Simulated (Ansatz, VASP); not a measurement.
**One calculation of HfAlB4, two programs**

```
Hf Al B
1.0
     3.05324    0.00000    0.00000
    -1.52662    2.64418    0.00000
     0.00000    0.00000    6.91208
Hf Al B
1 1 4
Direct
  0.00000 0.00000 0.00000
  0.00000 0.00000 0.50000
  0.33333 0.66667 0.26448
  0.33333 0.66667 0.73552
  0.66667 0.33333 0.26448
  0.66667 0.33333 0.73552
```

Alike in both runs: functional PBE; k mesh 6 × 6 × 4; occupations gaussian, width 0.1 eV; no spin polarisation.

Ansatz relaxed the structure, and its values are those at the end. VASP's run is a single point on that final structure, the one shown.

```csv
,VASP,Ansatz
version,VASP 6.6.1,Ansatz 0.2.0
potentials or method,"VASP PAW PBE potentials, release 64 (Hf_pv, Al, B)","scalar-relativistic, plane waves, PAW"
plane-wave cutoff (eV),520,420
valence electrons in the cell,25,41
```

```tsv
	VASP	Ansatz	Ansatz less VASP
gap on the k mesh at the Fermi level (eV)	none	none	-
pressure (GPa)	-0.3	0.0	+0.30
rms of the force components (eV/Å)	0.004	0.003	-0.0017
```

A gap of «none» marks a metal or a gap that the smearing closes. With one functional, cell and mesh, what is left measures potentials, basis and numerics. The two sets of potentials don't hold the same shells in valence.

Caveats: the k mesh is coarse (spacing up to 0.40 Å⁻¹), so the values aren't converged. The runs have no spin-orbit coupling, so splittings on Hf are missing.
